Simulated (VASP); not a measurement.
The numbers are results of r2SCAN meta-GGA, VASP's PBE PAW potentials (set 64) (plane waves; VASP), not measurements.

A VASP calculation is set up with these files.

### INCAR
```
! general
SYSTEM   =  TiSi
PREC     =  Accurate
ENCUT    =  400   ! plane-wave cut-off (eV)
LREAL    =  .False.   ! projection in real space or not
LASPH    =  .True.

! electronic loop
EDIFF    =  1E-6   ! SCF stop (eV)
NELM     =  100   ! most electronic steps
ALGO     =  Normal   ! blocked Davidson
LMAXMIX  =  4   ! l cut-off of mixed one-centre charges
LMIXTAU  =  .True.

! smearing
ISMEAR   =  1
SIGMA    =  0.1

! functional
METAGGA  =  R2SCAN

! ions
IBRION   =  2   ! conjugate gradients
NSW      =  60
ISIF     =  3
EDIFFG   =  -0.01

! output
LWAVE    =  .False.
LCHARG   =  .False.
```

### POSCAR
```
TiSi
1
    2.8620364936     0.0000000940    -0.0000000000
   -1.4310185788     2.4785964482    -0.0000000000
   -0.0000000000    -0.0000000000     4.1858629108
Ti Si
1 1
Direct
  0.0000000000   0.0000000000   0.0000000000
  0.6666670000   0.3333330000   0.5000000000
```

KPOINTS:
```
Automatic mesh
0
Gamma
13 13 8
0 0 0
```

POTCAR, in this order: Ti_sv Si (PBE.64 set). Program: vasp_std.

Question: What will the output report for the number of irreducible k-points (NKPTS), number of bands (NBANDS), largest plane-wave count, number of space-group operations, FFT grid (NGX, NGY, NGZ)?

Answer: 
```json
{
  "number of irreducible k-points (NKPTS)": "105",
  "number of bands (NBANDS)": "12",
  "largest_plane_wave_count": "554",
  "number_of_space_group_operations": "12",
  "FFT grid (NGX, NGY, NGZ)": "20 × 20 × 28"
}
```

The structure was generated: TiSi was put into the WC type (P-6m2), which need not be its known phase. This run relaxes it. Symmetry was kept, so distortions that lower it aren't found. The start is the result of an earlier pass.
